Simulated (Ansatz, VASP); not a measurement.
# Cross-check of V4GaS8 between VASP and Ansatz, part 2 of 2

Aim: how closely do two programs agree when they are given the same cell, functional and k mesh? The cell is taken from a series of runs on this material, whose earlier steps may have relaxed, scaled, displaced or heated it; both programs get it as it stands.

VASP 6.6.1 and Ansatz 0.2.0.

So far: The starting structure; Ansatz: zone-centre phonons, LDA; VASP: zone-centre phonons, LDA.

## (3) VASP: zone-centre phonons, LDA (continued)

Level of this step: LDA, no spin polarisation; plane waves and PAW (V_sv, Ga_d, S) (VASP).

Parts of OUTCAR (step 3):

```text
ion  position               nearest neighbor table
   1  0.604  0.604  0.604-   7 2.24   8 2.24   9 2.24  11 2.48  12 2.48  13 2.48   2 2.76   3 2.76
                             4 2.76
   2  0.189  0.604  0.604-   6 2.24   8 2.24   9 2.24  13 2.48  12 2.48  10 2.48   1 2.76   3 2.76
                             4 2.76
   3  0.604  0.604  0.189-   6 2.24   7 2.24   9 2.24  11 2.48  13 2.48  10 2.48   1 2.76   2 2.76
                             4 2.76
   4  0.604  0.189  0.604-   6 2.24   7 2.24   8 2.24  11 2.48  12 2.48  10 2.48   1 2.76   2 2.76
                             3 2.76
   5  0.000  0.000  0.000-  10 2.24  11 2.24  12 2.24  13 2.24
   6  0.369  0.369  0.369-   2 2.24   3 2.24   4 2.24
   7  0.893  0.369  0.369-   1 2.24   3 2.24   4 2.24
   8  0.369  0.369  0.893-   1 2.24   2 2.24   4 2.24
   9  0.369  0.893  0.369-   1 2.24   2 2.24   3 2.24
  10  0.862  0.862  0.862-   5 2.24   3 2.48   4 2.48   2 2.48
  11  0.413  0.862  0.862-   5 2.24   4 2.48   3 2.48   1 2.48
  12  0.862  0.862  0.413-   5 2.24   4 2.48   2 2.48   1 2.48
  13  0.862  0.413  0.862-   5 2.24   2 2.48   3 2.48   1 2.48

  LATTYP: Found a face centered cubic cell.
 ALAT       =     9.4217434580

 Subroutine GETGRP returns: Found 24 space group operations
 (whereof 24 operations were pure point group operations)

The static configuration has the point symmetry T_d .

 Found      8 irreducible k-points:

   k-points           NKPTS =      8   k-points in BZ     NKDIM =      8   number of bands    NBANDS=     70

   dimension x,y,z NGX =    50 NGY =   50 NGZ =   50
   dimension x,y,z NGXF=   100 NGYF=  100 NGZF=  100

   ENCUT  =  500.0 eV  36.75 Ry    6.06 a.u.  12.15 12.15 12.15*2*pi/ulx,y,z

   NELECT =     113.0000    total number of electrons

 k-points in reciprocal lattice and weights: Automatic mesh
   0.00000000  0.00000000  0.00000000       0.016
   0.25000000  0.00000000  0.00000000       0.125
   0.50000000  0.00000000  0.00000000       0.062
   0.25000000  0.25000000  0.00000000       0.094
   0.50000000  0.25000000  0.00000000       0.375
  -0.25000000  0.25000000  0.00000000       0.188
   0.50000000  0.50000000  0.00000000       0.047
  -0.25000000  0.50000000  0.25000000       0.094

 average (electrostatic) potential at core
       1 -73.7981       2 -73.7981       3 -73.7981       4 -73.7981       5 -64.5029
       6 -84.9885       7 -84.9885       8 -84.9885       9 -84.9885      10 -85.0026
      11 -85.0026      12 -85.0026      13 -85.0026

  Total        0.1974344      0.1974344      0.1974344      0.0000000      0.0000000      0.0000000
  in kB        1.5128633      1.5128633      1.5128633      0.0000000      0.0000000      0.0000000
  external PRESSURE =       1.5128633 kB  Pullay stress =       0.0000000 kB

  energy-cutoff  :      500.00
  volume of cell :      209.09
      direct lattice vectors                 reciprocal lattice vectors
     0.000000000  4.710871729  4.710871729    -0.106137469  0.106137469  0.106137469
     4.710871729  0.000000000  4.710871729     0.106137469 -0.106137469  0.106137469
     4.710871729  4.710871729  0.000000000     0.106137469  0.106137469 -0.106137469

 POSITION                                       TOTAL-FORCE (eV/Angst)
[...]
Eigenvectors and eigenvalues of the dynamical matrix
 ----------------------------------------------------

   1 f  =   13.981755 THz    87.849956 2PiTHz  466.381136 cm-1    57.823865 meV
             X         Y         Z           dx          dy          dz
      5.686704  5.686704  5.686704    -0.033860    0.065538   -0.161036
      5.686704  3.735040  3.735040     0.269839    0.228745    0.002170
      3.735040  3.735040  5.686704     0.025355    0.124753    0.246654
      3.735040  5.686704  3.735040     0.210624    0.287959    0.083448
      0.000000  0.000000  0.000000    -0.008803   -0.013187   -0.003194
      3.476702  3.476702  3.476702    -0.355105   -0.357996   -0.351407
      3.476702  5.945041  5.945041     0.099301   -0.113800   -0.107211
      5.945041  5.945041  3.476702    -0.266506   -0.269396    0.258595
      5.945041  3.476702  5.945041     0.010701   -0.025201    0.014400
      8.125842  8.125842  8.125842    -0.041044   -0.043400   -0.038031
      8.125842  6.006773  6.006773     0.006197   -0.018012   -0.012643
      6.006773  6.006773  8.125842    -0.031833   -0.034189    0.025388
      6.006773  8.125842  6.006773    -0.003014   -0.008801    0.000000

   2 f  =   13.981755 THz    87.849956 2PiTHz  466.381136 cm-1    57.823865 meV
             X         Y         Z           dx          dy          dz
      5.686704  5.686704  5.686704     0.290066   -0.057182   -0.207903
      5.686704  3.735040  3.735040    -0.000423    0.143140   -0.007581
      3.735040  3.735040  5.686704     0.083200   -0.264048   -0.091203
      3.735040  5.686704  3.735040     0.206444   -0.063726   -0.291525
      0.000000  0.000000  0.000000    -0.010805    0.004510    0.011158
      3.476702  3.476702  3.476702     0.060331    0.070429    0.074813
      3.476702  5.945041  5.945041    -0.374309    0.370158    0.374542
      5.945041  5.945041  3.476702    -0.249190   -0.239092    0.249423
      5.945041  3.476702  5.945041    -0.064788    0.060637   -0.050306
      8.125842  8.125842  8.125842     0.001208    0.009436    0.013008
      8.125842  6.006773  6.006773    -0.043979    0.040597    0.044169
      6.006773  6.006773  8.125842    -0.030971   -0.022743    0.031161
      6.006773  8.125842  6.006773    -0.011800    0.008418   -0.000000

   3 f  =   13.981755 THz    87.849956 2PiTHz  466.381136 cm-1    57.823865 meV
             X         Y         Z           dx          dy          dz
      5.686704  5.686704  5.686704    -0.081652    0.290494   -0.150982
      5.686704  3.735040  3.735040    -0.138343    0.138343   -0.303133
      3.735040  3.735040  5.686704    -0.290494    0.081652   -0.150982
      3.735040  5.686704  3.735040     0.070500   -0.070500    0.001170
      0.000000  0.000000  0.000000     0.008206   -0.008206    0.011264
      3.476702  3.476702  3.476702     0.161650    0.150828    0.163666
      3.476702  5.945041  5.945041     0.076827   -0.076827   -0.063988
      5.945041  5.945041  3.476702    -0.150828   -0.161650    0.163666
      5.945041  3.476702  5.945041     0.389305   -0.389305    0.391321
      8.125842  8.125842  8.125842     0.020652    0.011834    0.022295
      8.125842  6.006773  6.006773     0.011834   -0.011834   -0.001373
      6.006773  6.006773  8.125842    -0.011834   -0.020652    0.022295
      6.006773  8.125842  6.006773     0.044320   -0.044320    0.045963

   4 f  =   13.316149 THz    83.667834 2PiTHz  444.178933 cm-1    55.071144 meV
             X         Y         Z           dx          dy          dz
      5.686704  5.686704  5.686704     0.144190    0.144190    0.144190
      5.686704  3.735040  3.735040     0.144190   -0.144190   -0.144190
      3.735040  3.735040  5.686704    -0.144190   -0.144190    0.144190
      3.735040  5.686704  3.735040    -0.144190    0.144190   -0.144190
      0.000000  0.000000  0.000000    -0.000000    0.000000   -0.000000
      3.476702  3.476702  3.476702    -0.249665   -0.249665   -0.249665
      3.476702  5.945041  5.945041    -0.249665    0.249665    0.249665
      5.945041  5.945041  3.476702     0.249665    0.249665   -0.249665
      5.945041  3.476702  5.945041     0.249665   -0.249665    0.249665
      8.125842  8.125842  8.125842     0.014483    0.014483    0.014483
      8.125842  6.006773  6.006773     0.014483   -0.014483   -0.014483
      6.006773  6.006773  8.125842    -0.014483   -0.014483    0.014483
      6.006773  8.125842  6.006773    -0.014483    0.014483   -0.014483

   5 f  =   12.108883 THz    76.082354 2PiTHz  403.908852 cm-1    50.078293 meV
             X         Y         Z           dx          dy          dz
      5.686704  5.686704  5.686704    -0.061553   -0.061553   -0.061553
      5.686704  3.735040  3.735040    -0.061553    0.061553    0.061553
      3.735040  3.735040  5.686704     0.061553    0.061553   -0.061553
      3.735040  5.686704  3.735040     0.061553   -0.061553    0.061553
      0.000000  0.000000  0.000000    -0.000000    0.000000   -0.000000
      3.476702  3.476702  3.476702    -0.019226   -0.019226   -0.019226
      3.476702  5.945041  5.945041    -0.019226    0.019226    0.019226
      5.945041  5.945041  3.476702     0.019226    0.019226   -0.019226
      5.945041  3.476702  5.945041     0.019226   -0.019226    0.019226
      8.125842  8.125842  8.125842     0.281380    0.281380    0.281380
      8.125842  6.006773  6.006773     0.281380   -0.281380   -0.281380
      6.006773  6.006773  8.125842    -0.281380   -0.281380    0.281380
      6.006773  8.125842  6.006773    -0.281380    0.281380   -0.281380

   6 f  =   11.216831 THz    70.477429 2PiTHz  374.153216 cm-1    46.389066 meV
             X         Y         Z           dx          dy          dz
      5.686704  5.686704  5.686704    -0.000119    0.006429    0.013275
      5.686704  3.735040  3.735040     0.017261   -0.026491   -0.019644
      3.735040  3.735040  5.686704     0.022856    0.029404   -0.025239
      3.735040  5.686704  3.735040    -0.005714   -0.003516    0.007681
      0.000000  0.000000  0.000000    -0.364595   -0.061965    0.254457
      3.476702  3.476702  3.476702     0.010362   -0.011408   -0.034170
      3.476702  5.945041  5.945041    -0.025128    0.055813    0.033050
      5.945041  5.945041  3.476702    -0.036552   -0.058322    0.044475
      5.945041  3.476702  5.945041     0.021787    0.008898   -0.022745
      8.125842  8.125842  8.125842     0.006273    0.093617    0.184943
      8.125842  6.006773  6.006773     0.255694   -0.378807   -0.287482
      6.006773  6.006773  8.125842     0.335986    0.423330   -0.367774
      6.006773  8.125842  6.006773    -0.074019   -0.049094    0.104651

   7 f  =   11.216831 THz    70.477429 2PiTHz  374.153216 cm-1    46.389066 meV
             X         Y         Z           dx          dy          dz
      5.686704  5.686704  5.686704     0.000850    0.012440    0.000537
      5.686704  3.735040  3.735040     0.009223   -0.006904   -0.018807
      3.735040  3.735040  5.686704    -0.019799   -0.008209    0.010215
      3.735040  5.686704  3.735040     0.029872   -0.027553    0.029559
      0.000000  0.000000  0.000000    -0.214240    0.321430   -0.228695
      3.476702  3.476702  3.476702     0.004210   -0.034323    0.005250
      3.476702  5.945041  5.945041    -0.012887    0.005176    0.044750
      5.945041  5.945041  3.476702     0.046375    0.007841   -0.014512
      5.945041  3.476702  5.945041    -0.055052    0.047341   -0.054012
      8.125842  8.125842  8.125842     0.016887    0.171491    0.012715
      8.125842  6.006773  6.006773     0.137048   -0.106110   -0.264887
      6.006773  6.006773  8.125842    -0.279446   -0.124842    0.151606
      6.006773  8.125842  6.006773     0.433380   -0.402443    0.429208

   8 f  =   11.216831 THz    70.477429 2PiTHz  374.153216 cm-1    46.389066 meV
             X         Y         Z           dx          dy          dz
      5.686704  5.686704  5.686704    -0.030530   -0.027142   -0.027500
      5.686704  3.735040  3.735040     0.023448   -0.013542   -0.013900
    [... 505 further lines ...]
      6.006773  6.006773  8.125842    -0.085796   -0.230837   -0.000268
      6.006773  8.125842  6.006773    -0.085701   -0.230802   -0.000304

 ELASTIC MODULI CONTR FROM IONIC RELAXATION (kBar)
 Direction    XX          YY          ZZ          XY          YZ          ZX
 --------------------------------------------------------------------------------
 XX       -1353.8354    109.3434    109.3434     -0.0000     -0.0000     -0.0000
 YY         109.3434  -1353.8354    109.3434      0.0000     -0.0000      0.0000
 ZZ         109.3434    109.3434  -1353.8354     -0.0000     -0.0000      0.0000
 XY          -0.0000      0.0000     -0.0000   -143.3248      0.0000      0.0000
 YZ           0.0000     -0.0000     -0.0000     -0.0000   -143.3248      0.0000
 ZX           0.0000      0.0000      0.0000      0.0000      0.0000   -143.3248
 --------------------------------------------------------------------------------
```

This run has no spin polarisation, so a moment on V, if there is one, isn't seen. Its electron count is odd, so without a moment it is a metal by construction.

## (4) Differences

Known differences besides the potentials themselves: the two LDA forms differ slightly; the cutoff is 260 eV in Ansatz and 500 eV in VASP; VASP's log shows a relativistic correction to its local exchange, Ansatz's none; Ansatz's log warns that its cutoff lies below the recommended one. Total energies have different zeros and are not compared.

Zone-centre modes by rising frequency (cm⁻¹; imaginary ones negative):

```tsv
program	modes
Ansatz	0.0, 0.0, 0.0, 133.8, 133.8, 133.8, 156.2, 156.2, 156.2, 195.1, 195.1, 195.1, 214.6, 214.6, 241.2, 241.2, 241.2, 267.7, 267.7, 307.0, 307.0, 307.0, 345.3, 345.3, 345.3, 346.5, 346.5, 346.5, 357.8, 358.2, 358.2, 377.5, 377.5, 377.5, 406.9, 444.6, 457.2, 457.2, 457.2
VASP	-0.4, -0.4, -0.4, 126.4, 126.4, 126.4, 152.4, 152.4, 152.4, 187.1, 187.1, 187.1, 205.0, 205.0, 239.4, 239.4, 239.4, 266.2, 266.2, 304.1, 304.1, 304.1, 334.7, 349.4, 349.4, 349.4, 355.5, 355.5, 355.5, 363.0, 363.0, 374.2, 374.2, 374.2, 403.9, 444.2, 466.4, 466.4, 466.4
```

The two lists differ in the order or number of single and degenerate modes, so they aren't paired one by one; the r.m.s. figure in the results sets the two lists side by side in order.

## (5) Outcome

```json
{"r.m.s. difference of the optical zone-centre modes, each program's sorted by frequency (zone-centre phonons, LDA)": "6.0 cm⁻¹"}
```

In words: The r.m.s. difference of the optical zone-centre modes, each program's sorted by frequency is 6.0 cm⁻¹ (zone-centre phonons, LDA). How closely two codes agree says nothing of how well the functional describes the real material.

[Lines on the potential files, build, host, timing and source positions are cut from VASP's logs without a mark.]

[Logs are printed without paths, hosts, clocks, repeated set-up lines and the standing remarks that a program may print on its own settings, such as how far it seeks lower states.]

[Hosts, paths, dates, database ids (printed as entryN), source tags and the programs' standing remarks are cut or masked in the printed files.]
